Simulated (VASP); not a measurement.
Consider the following.

```xyz
2
Lattice="0.0000 2.4082 2.4082 2.4082 0.0000 2.4082 2.4082 2.4082 0.0000" Properties=species:S:1:pos:R:3 pbc="T T T"
B      0.0000     0.0000     0.0000
As     1.2041     1.2041     1.2041
```

The numbers are results of PBE GGA, VASP's PBE PAW potentials (set 64) (plane waves; VASP), not measurements. Run with 520 eV cut-off, 9×9×9 Γ-centred mesh, Gaussian smearing of 0.050 eV, potentials B As.

Problem. Predict the energy per atom (σ→0).

Solution. 
| Property | Value |
|---|---|
| energy per atom (σ→0) | -5.707 eV/atom |

Total energies compare only between runs with the same potentials, cut-off and functional.

The compound is BAs in the zinc blende structure. It was relaxed first. The start is the result of an earlier pass.
